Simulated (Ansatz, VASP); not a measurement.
# Ga14Ge17O55 (amorphous 29Ga2O3-71GeO2 (mol %)) in two plane-wave programs, part 3 of 3

Aim: how closely do two programs agree when they are given the same cell, functional and k mesh? Of the first pair: The structure shown is the start of the Ansatz relaxation below; VASP solves that cell, so the two are compared at the walk's first step.

VASP 6.6.1 and Ansatz 0.2.0.

So far. Step 3 (VASP: single point, PBE, start cell, pair 1): The run ends at a pressure of 0.77 GPa, with forces up to 0.27 eV/Å.

## Step 6: VASP: single point, PBE, relaxed cell, pair 2

Level of this step: PBE, spin-polarised from a ferromagnetic start; plane waves and PAW (Ga_d, Ge_d, O) (VASP).

The same cell, functional, mesh and smearing now go to VASP, with its own data sets.

File INCAR:

```
SYSTEM = Ga14Ge17O55
PREC = Accurate
ENCUT = 520
EDIFF = 1E-06
NELM = 200
ISMEAR = -1
SIGMA = 0.01
LREAL = Auto
ALGO = Normal
GGA = PE
NELECT = 751
NBANDS = 440
ISPIN = 2
MAGMOM = 0 0.01 0 0 0 0 0 0 0 0 0 0 0 0 0 0 0 0 0 0.01 0 0 0 0 0.01 0 0 0 0.01 0.01 0.01 0 0 0 0.01 0 0 0 0 0 0 0 0 0 0 0 0 0 0 0 0.01 0.01 0.01 0 0.01 0.01 0 0.01 0 0 0 0.01 0 0.01 0 0 0 0.01 0.01 0.01 0 0.02 0 0 0 0.01 0.01 0 0.01 0 0.01 0 0 0.01 0 0
LORBIT = 11
LWAVE = .FALSE.
LCHARG = .FALSE.
ISIF = 2
LASPH = .TRUE.
GGA_COMPAT = .FALSE.
NCORE = 2
```

File POSCAR:

```
Ga14Ge17O55
1.0
   10.7579600000      0.0000000000      0.0000000000
    0.0000000000     10.7579600000      0.0000000000
    0.0000000000      0.0000000000     10.7579600000
Ga Ge O
14 17 55
Direct
    0.0273300000      0.9319900000      0.8780300000
    0.0896900000      0.2034700000      0.5354800000
    0.7858600000      0.0837600000      0.8973200000
    0.9658800000      0.1545900000      0.0956800000
    0.8931100000      0.1133400000      0.3635900000
    0.1082000000      0.3228700000      0.2465600000
    0.0926500000      0.9257600000      0.3302400000
    0.0519600000      0.2421800000      0.8364900000
    0.4896600000      0.4083600000      0.1881300000
    0.6157000000      0.7102800000      0.2982500000
    0.0526900000      0.5938100000      0.1644600000
    0.8479000000      0.8087500000      0.3696000000
    0.8719800000      0.8720300000      0.1152900000
    0.2766000000      0.4951800000      0.0155800000
    0.2246200000      0.8129000000      0.0743300000
    0.5788700000      0.5345800000      0.9299900000
    0.3688300000      0.5367200000      0.7189800000
    0.3706800000      0.7600700000      0.5038200000
    0.6610900000      0.1421900000      0.1887100000
    0.7730000000      0.5073900000      0.2829100000
    0.6672700000      0.8139500000      0.8807900000
    0.3396800000      0.3444800000      0.4558100000
    0.3474900000      0.0727900000      0.5716300000
    0.4637100000      0.9656600000      0.0308700000
    0.7840600000      0.3270800000      0.5326900000
    0.2705000000      0.2045600000      0.0309600000
    0.6196300000      0.1377600000      0.7013600000
    0.8194500000      0.8817100000      0.6636000000
    0.0943100000      0.6377500000      0.4539200000
    0.9722000000      0.4817400000      0.6966400000
    0.8623700000      0.4420400000      0.9791900000
    0.0228700000      0.7849900000      0.4208900000
    0.7946300000      0.8988200000      0.9498300000
    0.9226300000      0.9503900000      0.2759300000
    0.6466200000      0.2541200000      0.5864700000
    0.7856400000      0.1176200000      0.0752500000
    0.7074300000      0.7735500000      0.7272400000
    0.6522300000      0.1874000000      0.8537100000
    0.7313400000      0.8193600000      0.2270600000
    0.7974100000      0.8975100000      0.5053800000
    0.2635400000      0.5276500000      0.8441600000
    0.1717900000      0.3186100000      0.4159100000
    0.0408200000      0.5379800000      0.3341500000
    0.9846600000      0.7427200000      0.1233500000
    0.1203300000      0.4380100000      0.1139300000
    0.4074100000      0.4315900000      0.3386900000
    0.2159600000      0.6466600000      0.0985400000
    0.9503900000      0.2409100000      0.2477600000
    0.3450500000      0.3359600000      0.0957100000
    0.9936600000      0.9890300000      0.0461800000
    0.3152300000      0.9186500000      0.5136900000
    0.1733100000      0.8558900000      0.9235800000
    0.8236000000      0.4556700000      0.6280500000
    0.4600100000      0.5218700000      0.0447100000
    0.2085600000      0.1314300000      0.6384800000
    0.7557800000      0.3766000000      0.3785700000
    0.1503100000      0.1770500000      0.1427000000
    0.2537100000      0.6688300000      0.4286200000
    0.5471100000      0.0250700000      0.1587400000
    0.7495500000      0.0268600000      0.7166900000
    0.0475200000      0.3313900000      0.6881300000
    0.9396300000      0.2929400000      0.9711600000
    0.0624400000      0.0692900000      0.4216100000
    0.8723600000      0.5008500000      0.1413200000
    0.5503500000      0.9285500000      0.8939200000
    0.6472400000      0.6798800000      0.9699800000
    0.2109300000      0.8949900000      0.2175700000
    0.7036000000      0.4275000000      0.9438700000
    0.0611000000      0.5907300000      0.6101400000
    0.5054200000      0.7619700000      0.4125400000
    0.2077200000      0.2618800000      0.8928000000
    0.9469000000      0.5243900000      0.8574300000
    0.3930500000      0.8237900000      0.0678800000
    0.9644300000      0.8566100000      0.7340200000
    0.3570200000      0.0777500000      0.9782200000
    0.3835600000      0.6903100000      0.6541400000
    0.7791400000      0.6421600000      0.3835500000
    0.6112600000      0.2937400000      0.1635300000
    0.9604000000      0.0957400000      0.8317000000
    0.3394000000      0.4179600000      0.6043100000
    0.4768500000      0.0616600000      0.6745100000
    0.9065800000      0.2143700000      0.5159300000
    0.7230600000      0.1125400000      0.3359200000
    0.3928400000      0.1864300000      0.4568300000
    0.5235100000      0.5108600000      0.7778100000
    0.6177700000      0.5468500000      0.2297800000
```

File KPOINTS:

```
Automatic mesh
0
Gamma
1 1 1
0 0 0
```

Potentials, in the order of the species: Ga_d, Ge_d and O (PBE family, release 64).

The run is started by

```
$ mpirun -np 8 vasp_gam
```

Numbers of over 12 decimals in the logs are rounded to 6 here.

The program printed:

```text
[... set-up lines as in an earlier step ...]
 entering main loop
       N       E                     dE             d eps       ncg     rms          rms(c)
DAV:   1     0.234151809214E+05    0.23415E+05   -0.25414E+05  1992   0.419E+03
DAV:   2     0.553768234272E+04   -0.17877E+05   -0.16839E+05  1760   0.115E+03
DAV:   3     0.331951063225E+03   -0.52057E+04   -0.48768E+04  2168   0.405E+02
DAV:   4    -0.525258967193E+03   -0.85721E+03   -0.83449E+03  2104   0.177E+02
DAV:   5    -0.610210476758E+03   -0.84952E+02   -0.84039E+02  2704   0.592E+01BRMIX: very serious problems
 the old and the new charge density differ
 old charge density:   750.00000 new  750.99998
    0.566E+01
DAV:   6    -0.518164683354E+03    0.92046E+02   -0.37887E+02  3024   0.935E+01    0.181E+01
DAV:   7    -0.522072627381E+03   -0.39079E+01   -0.58527E+01  2184   0.156E+01    0.122E+01
DAV:   8    -0.521672157396E+03    0.40047E+00   -0.79076E+00  2528   0.124E+01    0.395E+00
DAV:   9    -0.521403492216E+03    0.26867E+00   -0.17995E+00  2424   0.712E+00    0.146E+00
[...]
DAV:  19    -0.521449664924E+03   -0.17115E-05   -0.26676E-05  2160   0.186E-02    0.590E-03
DAV:  20    -0.521449664870E+03    0.54060E-07   -0.11999E-05  1648   0.133E-02    0.305E-03
DAV:  21    -0.521449664621E+03    0.24900E-06   -0.36515E-06  1424   0.764E-03
   1 F= -.52144966E+03 E0= -.52144701E+03  d E =-.530034E-02  mag=     0.8518
```

From OUTCAR (step 6):

```text
  FREE ENERGIE OF THE ION-ELECTRON SYSTEM (eV)
  ---------------------------------------------------
  free  energy   TOTEN  =      -521.4496646213 eV

  energy  without entropy=     -521.4443642846  energy(sigma->0) =     -521.44701445

 magnetization (x)
# of ion       s       p       d       tot
------------------------------------------
    1        0.004   0.000   0.000   0.005
    2        0.014   0.002   0.000   0.016
    3        0.006   0.000   0.000   0.007
    4        0.007   0.001   0.001   0.008
    5        0.004   0.000   0.000   0.005
    6        0.012   0.002   0.000   0.014
    7        0.005   0.001   0.000   0.007
    8        0.006   0.000   0.000   0.007
    9        0.006   0.001   0.000   0.007
   10        0.012   0.001   0.001   0.014
   11        0.006   0.000   0.001   0.007
   12        0.004   0.000   0.000   0.004
   13        0.008   0.001   0.000   0.008
[...]
--------------------------------------------------
tot          0.412   0.140   0.011   0.563
```

The run ends at a pressure of 0.26 GPa, with forces up to 0.080 eV/Å.

## Step 7: Differences

Compared:

| quantity | Ansatz | VASP | difference |
| --- | --- | --- | --- |
| total moment (μB) | 0.87 | 0.85 | +0.02 |

Forces on 7 of the 86 atoms, those with the largest forces and the largest differences (eV/Å; atoms numbered as in POSCAR):

| atom | Ansatz x, y, z | VASP x, y, z |
| --- | --- | --- |
| Ga7 | 0.004, 0.003, -0.007 | 0.071, 0.009, -0.013 |
| Ga10 | -0.001, -0.004, -0.002 | -0.074, 0.031, 0.008 |
| Ge22 | 0.017, 0.005, 0.010 | 0.053, 0.043, 0.008 |
| Ge26 | 0.008, -0.025, 0.001 | 0.034, -0.042, -0.038 |
| O49 | 0.005, -0.008, -0.015 | -0.012, -0.067, -0.020 |
| O57 | 0.014, 0.004, -0.008 | 0.059, -0.023, -0.027 |
| O75 | -0.020, 0.015, 0.010 | -0.013, 0.029, 0.051 |

The forces differ by 23 meV/Å r.m.s., where the r.m.s. force is 0.007 eV/Å in Ansatz and 0.023 eV/Å in VASP: the atoms lie near their places of rest in Ansatz, so a percentage would say little (all taken over all components). The cell carries a charge of -1 e against a uniform background, so its pressure also hangs on how the neutralising background is counted, and in a defect's cell a gap may be the spacing between its levels.

## Step 8: Outcome

| Property | Result |
| --- | --- |
| r.m.s. force difference (single point, PBE, start cell, pair 1) | 23 meV/Å |
| r.m.s. force difference (single point, PBE, relaxed cell, pair 2) | 23 meV/Å |

In words: The r.m.s. force difference is 23 meV/Å (single point, PBE, start cell, pair 1), beyond the 12 meV/Å picked in this series as the mark of a large difference. What causes the difference of the single point, PBE, start cell, pair 1 pair stays open here. What causes the difference of the single point, PBE, relaxed cell, pair 2 pair stays open here. How closely two codes agree says nothing of how well the functional describes the real material.

[Lines on the potential files, build, host, timing and source positions are cut from VASP's logs without a mark.]

[Logs are printed without paths, hosts, clocks, repeated set-up lines and the standing remarks that a program may print on its own settings, such as how far it seeks lower states.]

[Hosts, paths, dates, database ids (printed as entryN), source tags and the programs' standing remarks are cut or masked in the printed files.]
